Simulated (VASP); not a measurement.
Crystal: Ga.

```
Ga
1.0
     2.26150   -3.83050    0.00000
     2.26150    3.83050    0.00000
     0.00000    0.00000    4.52400
Ga
4
Direct
  0.84510 0.15490 0.08100
  0.65490 0.34510 0.58100
  0.15490 0.84510 0.91900
  0.34510 0.65490 0.41900
```

* Program: VASP 6.6.1
* Task: relaxation of cell and atoms
* Functional: r2SCAN
* Potentials or basis: VASP PAW PBE potentials, release 64 (Ga_d)
* Cutoff: 600 eV
* k mesh: 12 × 12 × 10
* Occupations: methfessel-paxton, width 0.1 eV
* Spin: no spin polarisation

At the start: pressure -1.2 GPa; volume 19.59 Å³/atom.

Problem. Where does the relaxation end?

Solution. Over 12 steps the energy falls by 3.0 meV/atom and the volume is 19.19 Å³/atom (-2.1 %); space group Cmce (No. 64, to 0.05 Å).

The path:
```
step  energy change (eV)  largest force (eV/Å)  pressure (GPa)  volume (Å³)
   1              0.0000                0.1668           -1.24        78.38
   2             -0.0107                0.0364            0.08        76.67
   3             -0.0107                0.0349            0.18        76.67
   4             -0.0112                0.0269            0.02        76.74
   5             -0.0114                0.0265           -0.03        76.80
   6             -0.0114                0.0272           -0.02        76.81
   7             -0.0116                0.0215           -0.01        76.80
   8             -0.0117                0.0265            0.00        76.79
   9             -0.0118                0.0234            0.00        76.78
  10             -0.0120                0.0145            0.00        76.77
  11             -0.0120                0.0078            0.02        76.75
  12             -0.0121                0.0075            0.00        76.76
```

Final structure:
```cif
data_structure
_symmetry_space_group_name_H-M 'P 1'
_symmetry_Int_Tables_number 1
_cell_length_a 4.4103
_cell_length_b 4.4103
_cell_length_c 4.5092
_cell_angle_alpha 90.000
_cell_angle_beta 90.000
_cell_angle_gamma 118.929
_cell_volume 76.76
loop_
_atom_site_label
_atom_site_type_symbol
_atom_site_fract_x
_atom_site_fract_y
_atom_site_fract_z
_atom_site_occupancy
Ga1 Ga 0.84416 0.15584 0.08488 1
Ga2 Ga 0.65584 0.34416 0.58488 1
Ga3 Ga 0.15584 0.84416 0.91512 1
Ga4 Ga 0.34416 0.65584 0.41512 1
```

Caveat: the PAW data sets were made with another functional, which shifts forces and pressure a little.
